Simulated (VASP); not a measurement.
A convergence study with VASP on Sn (space group Fd-3m): one setting is varied, all else stays as given below, so the limit is that of these other settings.

```
CELL_PARAMETERS angstrom
      0.00000     3.25423     3.25423
      3.25423     0.00000     3.25423
      3.25423     3.25423     0.00000
ATOMIC_POSITIONS crystal
  Sn 0.00000 0.00000 0.00000
  Sn 0.25000 0.25000 0.25000
```

Calculation: PBE GGA, VASP's PBE PAW potentials (set 64) (plane waves; VASP). The tightest run used: 450 eV cut-off, 7×7×7 Γ-centred mesh, Gaussian smearing of 0.010 eV, potentials Sn_d.

| setting | highest Γ mode (cm⁻¹) | plane waves |
|---|---|---|
| ENCUT = 150 | 183.6 | 298 |
| ENCUT = 180 | 153.5 | 387 |
| ENCUT = 210 | 166.9 | 531 |

These are the cheaper rows. Estimate the results at ENCUT = 450, and how far the last row shown lies from them.

```csv
quantity,tightest run,last row shown is off by
highest Γ mode (cm⁻¹),166.4,0.5
```

Left out are rungs that failed or repeat a setting and relaxations that didn't move; long series are thinned to 24 rows.

The structure is a typed Sn crystal (space group no. 227). The cell was not relaxed at this level.
